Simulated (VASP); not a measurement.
The system is ZnCd2SeS2.

```
Zn Cd Se S
1.0
     4.23245    0.00000    0.00000
     0.00000    4.23245    0.00000
     0.00000    0.00000    7.67093
Zn Cd Se S
1 2 1 2
Cartesian
  2.1162 2.1162 0.0000
  0.0000 0.0000 1.8641
  0.0000 0.0000 5.8069
  2.1162 2.1162 3.8355
  0.0000 2.1162 0.0000
  2.1162 0.0000 0.0000
```

The cell was built by a generator and needn't be a form met in nature.

* Program: VASP 6.6.1
* Task: relaxation of cell and atoms
* Functional: PBE
* Potentials or basis: VASP PAW PBE potentials, release 64 (Zn, Cd, Se, S)
* Cutoff: 520 eV
* k mesh: 3 × 3 × 2
* Occupations: gaussian, width 0.15 eV
* Spin: no spin polarisation

At the start: pressure 9.5 GPa; volume 22.90 Å³/atom.

Problem. Where does the relaxation end?

Solution. Over 10 steps the energy falls by 373.5 meV/atom and the volume is 22.38 Å³/atom (-2.3 %); space group P4/mmm (No. 123, to 0.05 Å).

Step by step:
| step | energy change (eV) | largest force (eV/Å) | pressure (GPa) | volume (Å³) |
| --- | --- | --- | --- | --- |
| 1 | 0.0000 | 1.1563 | 9.53 | 137.41 |
| 2 | -1.3188 | 0.0545 | -4.15 | 165.23 |
| 3 | -1.3446 | 0.0765 | -3.06 | 160.89 |
| 4 | -1.7317 | 0.2190 | -2.61 | 152.95 |
| 5 | -2.1425 | 0.4707 | 3.12 | 127.89 |
| 6 | -2.1956 | 0.5516 | 0.10 | 136.17 |
| 7 | -2.2073 | 0.5533 | 1.12 | 133.71 |
| 8 | -2.2334 | 0.0249 | -0.75 | 135.84 |
| 9 | -2.2358 | 0.1696 | -0.34 | 135.35 |
| 10 | -2.2412 | 0.0725 | 0.11 | 134.27 |

Final structure:
```
CELL_PARAMETERS angstrom
4.76601 0.00000 0.00000
0.00000 4.76601 0.00000
0.00000 0.00000 5.91098
ATOMIC_POSITIONS crystal
Zn 0.50000 0.50000 0.00000
Cd 0.00000 0.00000 0.26136
Cd 0.00000 0.00000 0.73864
Se 0.50000 0.50000 0.50000
S 0.00000 0.50000 0.00000
S 0.50000 0.00000 0.00000
```

Caveat: the k mesh is coarse (spacing up to 0.49 Å⁻¹), so the values aren't converged.
